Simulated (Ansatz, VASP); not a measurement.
**Hf (zigzag Hf chain) in two plane-wave programs**

Aim: how closely do two programs agree when they are given the same cell, functional and k mesh? Of the first pair: The structure shown is the start of the Ansatz relaxation below; VASP solves that cell, so the two are compared at the walk's first step.

Method: plane waves, with VASP 6.6.1 beside it; single point at r2SCAN, in Ansatz 0.2.0.

## (1) Set-up

The cell holds 2 atoms: 2 Hf. Cell: a = 9.000 Å, b = 7.500 Å, c = 5.872 Å, α = 90.0°, β = 90.0°, γ = 90.0°. Vacuum lies along a and b. The structure's axis is c.

## (2) Ansatz: relaxation, r2SCAN

Ansatz runs on its default PAW (the set named soft_2) files.

The two programs are compared at the cell with which this relaxation starts, whose forces are those of its first step.

Input file input.yaml:

```yaml
crystal:
  lattice:
    - [9.0, 0.0, 0.0]
    - [0.0, 7.5, 0.0]
    - [0.0, 0.0, 5.8716014925]
  atoms:
    - { symbol: Hf, position: [0.41327817, 0.5, 0.0], spin: 1.0 }
    - { symbol: Hf, position: [0.58672183, 0.5, 0.5], spin: 1.0 }
magnetization:
  spin_polarized: true
kpoints:
  mp_grid: { grid: [1, 1, 14] }
scf:
  occupations: { method: fermi_dirac, width: 0.05 }
hamiltonian:
  xc: r2scan
relax:
  cell: { fix: [a, b, alpha, beta, gamma] }
  max_steps: 60
```

On the command line:

```
$ ansatz run input.yaml --threads 4 --pin off --max-ram 8192MiB --backend cpu --events-out ev --progress --plain --runs-dir out
```

Numbers of over 12 decimals in the logs are rounded to 6 here.

The log of the run:

```text
Engine: ansatz 0.2.0, aarch64-unknown-linux-gnu
Pseudopotentials: kind: paw
Pseudopotential: Hf, paw, valence charge 26, recommended cutoff 500 eV (meta_gga), Hf.paw.azcp
Functional definition: r2SCAN
  parameter k0 = 0.174
  parameter k1 = 0.065
  parameter a1 = 4.9479
  exchange = r2scan_x(k0 = k0, k1 = k1, a1 = a1)
  correlation = r2scan_c
Crystal: 2 atoms, lattice volume = 396.333 Å³
Basis set: ecut = 500 eV, 10107 PW (Γ), exchange–correlation on 288×240×180 points (64 copies of the dense FFT grid, shifted against one another)
Bands: 33, of which v1, the nominal top of the filled ones, is band 26 counted from 1 (25 counted from 0)
Symmetry: 8 space group operations
Space group: Pmma (ITA 51), of the structure as read, at distance tolerance 7.3e-5 Å
Magnetic group: BNS 51.289 (UNI 387), of the structure as read, at distance tolerance 7.3e-5 Å
k-points: 8 of 14
Non-local potential: Hf, projectors of the file, l = 0: 3, l = 1: 2, l = 2: 2, l = 3: 3
PAW form: soft (Blöchl's): semilocal exchange-correlation on the pseudo side does not see the compensation charge
PAW frozen core: Hf, regenerated for the run's functional (the file was generated under x = pbe(κ = 0.804, μ = 0.219515), c = pbe(β = 0.066725))
PAW one-centre angular grid: Hf, 974 points (default); XC on 160 Gauss nodes
Initial density: superposition of atomic densities (neutral atoms: chi_scale 0, normalization atom)
Starting moments: Σ|m| = 2 μB on 2 of 2 sites
Initial wavefunctions: pseudopotential atomic-orbital guess
Functional: x = r2scan, c = r2scan; τ floored in thin density (d = 2e-4 eV/Å³)
SCF iter   1: F=—  HF=-31455.481598 eV  |F-HF|=—  |Δ(HF+E_count)|=         —  Δρ=9.72e-3 (↑9.72e-3 ↓7.33e-3)  dr2=2.26e0  dr2_τ=1.22e-2  dr2_m=6.15e-2  M=3.105 μB ∫|m|=3.105 μB  β_m=0.54  ethr=3.10e-3  ⟨swp⟩=6.0  Hψ=2015  notcnv=0
Mixer restart at iter 1: flushing history
preconditioner: auto → LDOS  [metal: Δε(μ)=0.008 eV  Ē_g=11.959 eV  σ=0.050 eV  W_gap=0.04  n_scr=42 (ndim 8)  ℏωp=11.2 eV  f_vac=0.655  D(μ)=8.93/eV (n_scr^D=54)]
spin=Collinear: LDOS preconditioning applied to the charge; magnetization (m = ρ↑ − ρ↓) channel mixes plain (no charge-response kernel on spin).
SCF iter   2: F=—  HF=-31455.399435 eV  |F-HF|=—  |Δ(HF+E_count)|=   8.22e-2  Δρ=7.08e-3 (↑7.08e-3 ↓5.48e-3)  dr2=1.01e0  dr2_τ=5.04e-3  dr2_m=5.23e-2  M=3.739 μB ∫|m|=3.739 μB  β_m=0.87  ethr=3.10e-3  ⟨swp⟩=2.1  Hψ=736  notcnv=0  κ⁻¹=1.0e0(r=1)
SCF iter   3: F=—  HF=-31455.719945 eV  |F-HF|=—  |Δ(HF+E_count)|=   3.21e-1  Δρ=3.35e-3 (↑3.35e-3 ↓2.24e-3)  dr2=1.88e-1  dr2_τ=1.04e-3  dr2_m=4.43e-3  M=4.611 μB ∫|m|=4.611 μB  β_m=1.00  ethr=1.94e-3  ⟨swp⟩=2.8  Hψ=892  notcnv=0  κ⁻¹=7.7e-2(r=2)
SCF iter   4: F=—  HF=-31456.021576 eV  |F-HF|=—  |Δ(HF+E_count)|=         —  Δρ=5.46e-3 (↑5.46e-3 ↓2.13e-3)  dr2=1.23e-1  dr2_τ=1.93e-3  dr2_m=1.72e-2  M=4.873 μB ∫|m|=4.873 μB  β_m=1.00  ethr=3.62e-4  ⟨swp⟩=2.8  Hψ=877  notcnv=0  κ⁻¹=7.7e-2(r=2)
SCF iter   5: F=—  HF=-31455.959603 eV  |F-HF|=—  |Δ(HF+E_count)|=   6.20e-2  Δρ=1.58e-3 (↑1.58e-3 ↓8.35e-4)  dr2=1.84e-2  dr2_τ=2.94e-4  dr2_m=2.58e-3  M=4.876 μB ∫|m|=4.876 μB  β_m=1.00  ethr=9.62e-5  ⟨swp⟩=3.6  Hψ=1290  notcnv=0  defer=3  κ⁻¹=7.7e-2(r=2)
SCF iter   6: F=—  HF=-31455.977475 eV  |F-HF|=—  |Δ(HF+E_count)|=   1.79e-2  Δρ=1.70e-3 (↑1.70e-3 ↓7.10e-4)  dr2=1.49e-2  dr2_τ=1.74e-4  dr2_m=1.63e-3  M=4.979 μB ∫|m|=4.979 μB  β_m=1.00  ethr=3.54e-5  ⟨swp⟩=2.6  Hψ=1084  notcnv=0  defer=7  κ⁻¹=5.5e-3(r=3)
SCF iter   7: F=—  HF=-31455.988046 eV  |F-HF|=—  |Δ(HF+E_count)|=   1.06e-2  Δρ=1.65e-3 (↑1.65e-3 ↓7.12e-4)  dr2=1.52e-2  dr2_τ=1.56e-4  dr2_m=1.28e-3  M=4.989 μB ∫|m|=4.989 μB  β_m=1.00  ethr=2.87e-5  ⟨swp⟩=1.9  Hψ=654  notcnv=0  defer=7  κ⁻¹=1.1e-4(r=4)
SCF iter   8: F=—  HF=-31455.995037 eV  |F-HF|=—  |Δ(HF+E_count)|=   6.99e-3  Δρ=1.54e-3 (↑1.54e-3 ↓7.12e-4)  dr2=1.41e-2  dr2_τ=1.19e-4  dr2_m=9.72e-4  M=5.000 μB ∫|m|=5.000 μB  β_m=1.00  ethr=2.87e-5  ⟨swp⟩=2.0  Hψ=616  notcnv=0  defer=7  κ⁻¹=6.4e-5(r=5)
SCF iter   9: F=—  HF=-31456.021144 eV  |F-HF|=—  |Δ(HF+E_count)|=   2.61e-2  Δρ=4.48e-4 (↑4.09e-4 ↓4.48e-4)  dr2=2.21e-3  dr2_τ=2.55e-5  dr2_m=1.00e-4  M=5.031 μB ∫|m|=5.031 μB  β_m=1.00  ethr=2.71e-5  ⟨swp⟩=3.1  Hψ=1189  notcnv=0  defer=8  κ⁻¹=1.5e-5(r=6)
[...]
the starting moments were not kept: the SCF closed with an absolute magnetisation of 3.0e-4 μB, where they sum to 2 μB in size (2 sites). That is at most 0.1 of that sum.
SCF 16 converged in 15 iterations: F = -31460.152444 eV  dr2 = 2.28e-12
relax step  16: F+E_penalty+E_count = -31460.15244443 eV  Δ(F+E_penalty+E_count) = -3.498e-4 eV  max|allowed force component| = 1.415e-3 eV/Å  Δτ_max = 0.0008 Å  P = +0.304 GPa  Ω = 191.574 Å³  energy of the carried Pulay correction = +1.888e-3 eV  fix = [a, b, alpha, beta, gamma]  reactions: a +1.089, b -0.186 GPa  (15 SCF iters, accepted)
Basis set: ecut = 500 eV, 4877 PW (Γ), exchange–correlation on 288×240×96 points (64 copies of the dense FFT grid, shifted against one another)
Initial wavefunctions: pseudopotential atomic-orbital guess (no wavefunctions were taken with the density)
[...]
preconditioner: auto → Resta (q_TF=auto, 2.195 Å⁻¹)  ε∞=2.9  [insulator: Δε(μ)=0.244 eV  Ē_g=11.741 eV  σ=0.050 eV  W_gap=0.70  n_scr=26 (ndim 8)  ℏωp=16.1 eV  f_vac=0.617  D(μ)=2.51/eV (n_scr^D=10)  ε∞_Penn≈2.9  vacuum switching on, ρ_ref=1.0e-2 e/Å³]
spin=Collinear: Resta preconditioning applied to the charge; magnetization (m = ρ↑ − ρ↓) channel mixes plain (no charge-response kernel on spin).
SCF iter   2: F=—  HF=-31460.151139 eV  |F-HF|=—  |Δ(HF+E_count)|=   1.27e-4  Δρ=6.37e-5 (↑6.37e-5 ↓6.37e-5)  dr2=3.12e-6  dr2_τ=7.90e-7  dr2_m=6.40e-13  M=0.000 μB ∫|m|=0.000 μB  β_m=1.00  ethr=1.16e-8  ⟨swp⟩=4.0  Hψ=1008  notcnv=0  κ⁻¹=1.0e0(r=1)
SCF iter   3: F=—  HF=-31460.151147 eV  |F-HF|=—  |Δ(HF+E_count)|=   8.62e-6  Δρ=4.88e-5 (↑4.88e-5 ↓4.88e-5)  dr2=1.23e-6  dr2_τ=4.15e-7  dr2_m=5.85e-13  M=0.000 μB ∫|m|=0.000 μB  β_m=1.00  ethr=6.00e-9  ⟨swp⟩=2.0  Hψ=572  notcnv=0  κ⁻¹=2.5e-2(r=2)
SCF iter   4: F=—  HF=-31460.151155 eV  |F-HF|=—  |Δ(HF+E_count)|=   7.59e-6  Δρ=1.68e-5 (↑1.68e-5 ↓1.68e-5)  dr2=1.48e-7  dr2_τ=5.16e-8  dr2_m=6.53e-13  M=0.000 μB ∫|m|=0.000 μB  β_m=1.00  ethr=2.37e-9  ⟨swp⟩=2.0  Hψ=600  notcnv=0  κ⁻¹=3.6e-3(r=3)
SCF iter   5: F=—  HF=-31460.151156 eV  |F-HF|=—  |Δ(HF+E_count)|=   9.20e-7  Δρ=4.09e-6 (↑4.09e-6 ↓4.08e-6)  dr2=5.72e-8  dr2_τ=3.36e-9  dr2_m=6.33e-13  M=0.000 μB ∫|m|=0.000 μB  β_m=1.00  ethr=2.85e-10  ⟨swp⟩=2.1  Hψ=926  notcnv=0  κ⁻¹=8.7e-4(r=4)
SCF iter   6: F=—  HF=-31460.151156 eV  |F-HF|=—  |Δ(HF+E_count)|=   8.82e-8  Δρ=1.23e-6 (↑1.22e-6 ↓1.23e-6)  dr2=1.01e-8  dr2_τ=2.09e-10  dr2_m=6.41e-13  M=0.000 μB ∫|m|=0.000 μB  β_m=1.00  ethr=1.10e-10  ⟨swp⟩=2.0  Hψ=594  notcnv=0  κ⁻¹=4.7e-5(r=5)
SCF iter   7: F=—  HF=-31460.151156 eV  |F-HF|=—  |Δ(HF+E_count)|=   1.45e-8  Δρ=2.61e-7 (↑2.57e-7 ↓2.61e-7)  dr2=2.59e-10  dr2_τ=9.18e-12  dr2_m=5.70e-13  M=0.000 μB ∫|m|=0.000 μB  β_m=1.00  ethr=1.95e-11  ⟨swp⟩=2.0  Hψ=920  notcnv=0  κ⁻¹=5.2e-6(r=6)
SCF iter   8: F=—  HF=-31460.151156 eV  |F-HF|=—  |Δ(HF+E_count)|=   1.16e-9  Δρ=1.91e-7 (↑1.89e-7 ↓1.91e-7)  dr2=1.64e-10  dr2_τ=4.08e-12  dr2_m=5.46e-13  M=0.000 μB ∫|m|=0.000 μB  β_m=1.00  ethr=1.00e-12  ⟨swp⟩=3.0  Hψ=976  notcnv=0  κ⁻¹=1.3e-6(r=7)
SCF iter   9: F=—  HF=-31460.151156 eV  |F-HF|=—  |Δ(HF+E_count)|=  8.73e-11  Δρ=7.18e-8 (↑6.75e-8 ↓7.18e-8)  dr2=5.26e-11  dr2_τ=1.42e-12  dr2_m=4.89e-13  M=0.000 μB ∫|m|=0.000 μB  β_m=1.00  ethr=1.00e-12  ⟨swp⟩=1.7  Hψ=558  notcnv=0  κ⁻¹=4.9e-7(r=8)
SCF iter  10: F=—  HF=-31460.151156 eV  |F-HF|=—  |Δ(HF+E_count)|=  9.09e-11  Δρ=2.76e-8 (↑2.45e-8 ↓2.76e-8)  dr2=1.97e-12  dr2_τ=7.89e-14  dr2_m=4.44e-13  M=0.000 μB ∫|m|=0.000 μB  β_m=1.00  ethr=1.00e-12  ⟨swp⟩=1.6  Hψ=556  notcnv=0  κ⁻¹=6.9e-7(r=8)
SCF iter  11: F=-31460.151156 eV  HF=-31460.151156 eV  |F-HF|=1.46e-11  |Δ(HF+E_count)|=  2.18e-11  Δρ=1.70e-8 (↑1.58e-8 ↓1.70e-8)  dr2=6.24e-13  dr2_τ=2.02e-14  dr2_m=2.91e-13  M=0.000 μB ∫|m|=0.000 μB  ethr=1.00e-12  ⟨swp⟩=4.4  Hψ=2232  notcnv=0
the starting moments were not kept: the SCF closed with an absolute magnetisation of 2.3e-4 μB, where they sum to 2 μB in size (2 sites). That is at most 0.1 of that sum.
SCF 17 converged in 11 iterations: F = -31460.151156 eV  dr2 = 6.24e-13
relax step  17: F+E_penalty+E_count = -31460.15115580 eV  Δ(F+E_penalty+E_count) = +1.289e-3 eV  max|allowed force component| = 1.871e-3 eV/Å  Δτ_max = 0.0000 Å  P = +0.304 GPa  Ω = 191.574 Å³  fix = [a, b, alpha, beta, gamma]  reactions: a +1.091, b -0.186 GPa  stress off target by 7.97e-3 GPa on what of the cell is left free  SCF on the basis re-selected at this cell (its energy is not comparable with the rows above)  (11 SCF iters)
basis re-selected at this cell: Δ(F+E_penalty+E_count) = +1.289e-3 eV, ΔP = +0.001 GPa vs the last step (what re-selecting the basis moved, of the pressure what is left beyond the Pulay correction that the steps carried, after the strain that the cell walked since its last selection, with what the two solves' SCF thresholds leave and, on support functions, any second-order correction that the steps lacked; it is no measure of the basis error at this ecutwfc). The dense FFT grid was sized anew with the basis: this SCF ran on 72×60×24 points, the steps before it on 72×60×45, so part of this shift can come from that change (see relax.cell in the input reference). [rest of the remark cut]
SCF converged after 11 iterations
Stability not checked: this state was not tested for a lower state beside it, because the mixer in use, unlike msr1, does not test its closes by its own steps (another_mixer; see scf.mixing.algorithm and scf.lower_state_search)
Magnetization: 0.0002 μB (26.0001 up, 25.9999 down)
Absolute magnetization: 0.0002 μB (∫|ρ↑−ρ↓|, with the PAW one-centre terms)
Spin contamination: 0.0000 ħ² per cell (⟨S²⟩ above its minimum at these occupations)
Per-site moments (μB) at R_I (Å): [(2.5544562711619703e-5, 1.103425), (2.5544562711546387e-5, 1.103425)]
Free energy (F): -31460.151156 eV
Harris-Foulkes:  -31460.151156 eV  (|F-HF|=1.46e-11)
Internal energy: -31460.130132 eV  (E = F + TS)
E sigma→0 (E₀):  -31460.140644 eV
Entropy (-TS):   -0.021023 eV (-10.512 meV/atom)
Fermi energy:    2.022657 eV
--- Per-component energies (eV) ---
  E_band       = -876.610783
  E_kinetic    = 855.926561
  E_local      = -25389.049294  (includes V_loc(G=0)·N_el)
  E_nonlocal   = -2497.378992
  E_hartree    = 11935.475249
  E_xc         = -564.942142
  E_vxc        = -585.985118  (∫ρ·V_xc dr)
  E_paw        = -13905.212227  (= ΣΔE_a)
  E_vpaw       = 2838.553830  (= ΣTr[D̂ρ^β])
  E_aug_tail   = -0.000002  (compensation charges beyond the density's cutoff)
  E_vtau       = 30.371758  (kinetic-family band-sum trace: ∫τ·v_τ [+ j·A + Jᵃ·Aᵃ] dr)
  E_ewald      = -1895.592329
  E_core_change = 0.643044  (= ΣΔE_core)
  E_smearing   = -0.021023  (= −TS)
  E_closure    = 0.000000  (closes the sum)
  Σ components = -31460.151156   (vs F -31460.151156, Δ=0.00e0)
--- Forces (eV/Å), atoms counted from 1 ---
  atom   1  Hf    -0.00187060     0.00000000     0.00000000
  atom   2  Hf     0.00187060     0.00000000     0.00000000
  max |Σ_I F_I| component: 0.00e0 eV/Å
--- Stress (GPa, compression-positive) ---
        1.090500       0.000000       0.000000
        0.000000      -0.185565       0.000000
        0.000000       0.000000       0.007966
  P = ⅓ Tr σ = 0.3043 GPa (3.043 kbar)
--- Relaxed structure (16 steps of the walk, 15 accepted, 1 SCFs on fresh bases) ---
  F+E_penalty+E_count = -31460.15115580 eV   max|allowed force component| = 1.871e-3 eV/Å   (the final SCF, on the basis selected at the relaxed cell)
  cell:  # Å, volume = 191.5745 Å³
    - [9.0, 0.0, 0.0]
    - [0.0, 7.5, 0.0]
    - [0.0, 0.0, 2.838141]
  atoms:
    - { symbol: Hf, position: [0.374026, 0.5, 0.0] }
    - { symbol: Hf, position: [0.625974, 0.5, 0.500000] }
```

(Part 1 of 2 ends here.)

[Lines on the potential files, build, host, timing and source positions are cut from VASP's logs without a mark.]

[Logs are printed without paths, hosts, clocks, repeated set-up lines and the standing remarks that a program may print on its own settings, such as how far it seeks lower states.]

[Hosts, paths, dates, database ids (printed as entryN), source tags and the programs' standing remarks are cut or masked in the printed files.]
